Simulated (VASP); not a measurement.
An input for Quantum ESPRESSO's pw.x (written as the equivalent of a VASP run, and not itself run):

```
&CONTROL
  calculation = 'vc-relax'
  pseudo_dir = './pseudo'
  outdir = './out'
  tprnfor = .true.
  tstress = .true.
  nstep = 50
  forc_conv_thr = 0.00039
/
&SYSTEM
  ibrav = 0
  nat = 5
  ntyp = 3
  ecutwfc = 84
  occupations = 'smearing'
  smearing = 'gaussian'
  degauss = 0.000735
  input_dft = 'pbe'
/
&ELECTRONS
  conv_thr = 7.3e-08
  electron_maxstep = 100
/
&IONS
/
&CELL
/
ATOMIC_SPECIES
  Ba 137.327 Ba.upf
  Ti 47.867 Ti.upf
  O 15.999 O.upf
CELL_PARAMETERS angstrom
     4.0918410    0.0000000    0.0000000
     0.0000000    4.0918410    0.0000000
     0.0000000    0.0000000    4.0918410
ATOMIC_POSITIONS crystal
  Ba   0.5000000  0.5000000  0.5000000
  Ti   0.0000000  0.0000000  0.0000000
  O    0.5000000  0.0000000  0.0000000
  O    0.0000000  0.5000000  0.0000000
  O    0.0000000  0.0000000  0.5000000
K_POINTS automatic
  4 4 4 0 0 0
```

Problem. Translate this input to VASP (INCAR, KPOINTS, POSCAR, choice of POTCAR).

Solution. One answer among several that fit: 
### INCAR
```
SYSTEM = BaTiO3
PREC = Accurate
ENCUT = 400
EDIFF = 1E-6
NELM = 100
ALGO = Normal
LREAL = .FALSE.
LASPH = .TRUE.
ISMEAR = 0
SIGMA = 0.01
GGA = PE
LMAXMIX = 4
LWAVE = .FALSE.
LCHARG = .FALSE.
ISIF = 3
IBRION = 2
NSW = 50
EDIFFG = -0.01
```

File KPOINTS:
```
Automatic
0
Gamma
4 4 4
0 0 0
```

POSCAR:
```
BaTiO3
1
    4.0918410000     0.0000000000     0.0000000000
    0.0000000000     4.0918410000     0.0000000000
    0.0000000000     0.0000000000     4.0918410000
Ba Ti O
1 1 3
Direct
  0.5000000000   0.5000000000   0.5000000000
  0.0000000000   0.0000000000   0.0000000000
  0.5000000000   0.0000000000   0.0000000000
  0.0000000000   0.5000000000   0.0000000000
  0.0000000000   0.0000000000   0.5000000000
```

POTCAR, in this order: Ba_sv Ti_sv O (PBE.64 set). Program: vasp_std.

Limits of the translation: the potentials are each code's own (VASP's PAW set, PseudoDojo norm-conserving files in pw.x), so ENCUT and ecutwfc are chosen apart and not converted; conv_thr bounds pw.x's estimated SCF error, while EDIFF bounds the energy change between steps; forc_conv_thr acts on force components and is met together with etot_conv_thr.

The structure comes from a computed database's BaTiO3 entry; how it stands against other phases isn't given here. This run relaxes it. Symmetry was kept, so distortions that lower it aren't found. The run is one of a series of settings (EDIFFG = -0.01, IBRION = 2, ISIF = 3, NSW = 50, KPOINTS 4×4×4 Γ-centred mesh against the base run), some of them coarse on purpose.
